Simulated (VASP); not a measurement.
Level of theory: PBE GGA with D3 dispersion (Becke-Johnson damping), VASP's PBE PAW potentials (set 64) (plane waves; VASP 6.6.1).

VASP input:

KPOINTS:
```
Automatic mesh
0
Gamma
6 6 4
0 0 0
```

INCAR:
```
SYSTEM = MgI2
PREC = Accurate; ENCUT = 520; LREAL = .FALSE.
LASPH = .TRUE.
EDIFF = 1E-7; NELM = 100; ALGO = Normal
LMAXMIX = 4
ISMEAR = 0; SIGMA = 0.05
GGA = PE; IVDW = 12
IBRION = 2; NSW = 30; ISIF = 4
EDIFFG = -0.01
LWAVE = .FALSE.; LCHARG = .FALSE.
```

**POSCAR**
```
MgI2
1.0
  2.1017729692  -3.6403771430   0.0000000000
  2.1017729692   3.6403771430   0.0000000000
  0.0000000000   0.0000000000   7.0106903929
Mg I
1 2
Cartesian
  0.0000000000   0.0000000000   0.0000000000
  2.1017729692   1.2134614746   1.7075989901
  2.1017729692  -1.2134614746   5.3030914028
```

POTCAR, in this order: Mg I (PBE.64 set). Program: vasp_std.

Unless said otherwise, spin-orbit coupling is left out, though it shifts the bands of the heavy elements here.

Task: Estimate the energy per atom (σ→0), dispersion energy, band gap (on the k-mesh).

Result: 
The energy per atom (σ→0) is -2870 meV/atom. The dispersion energy comes out as -0.887 eV and the band gap (on the k-mesh) comes out as 3.59 eV.

OSZICAR:
```
...
DAV:   2    -0.772525255286E+01    0.50943E-02   -0.19392E-02   656   0.104E+00    0.230E-01
DAV:   3    -0.772232698656E+01    0.29256E-02   -0.27562E-03   720   0.342E-01    0.120E-01
DAV:   4    -0.772166793592E+01    0.65905E-03   -0.20517E-03   684   0.274E-01    0.309E-02
DAV:   5    -0.772170836903E+01   -0.40433E-04   -0.17361E-04   660   0.815E-02    0.278E-02
DAV:   6    -0.772170981924E+01   -0.14502E-05   -0.66879E-06   668   0.183E-02    0.177E-02
DAV:   7    -0.772171443659E+01   -0.46174E-05   -0.82387E-06   612   0.213E-02    0.330E-03
DAV:   8    -0.772171434876E+01    0.87834E-07   -0.24188E-07   560   0.373E-03
   6 F= -.86085928E+01 E0= -.86085928E+01  d E =-.370469E-02
```

The compound is MgI2 in the 1T layered structure. This cell is one point of a volume scan, at 1.06 of the reference volume. Symmetry was kept, so distortions that lower it aren't found.
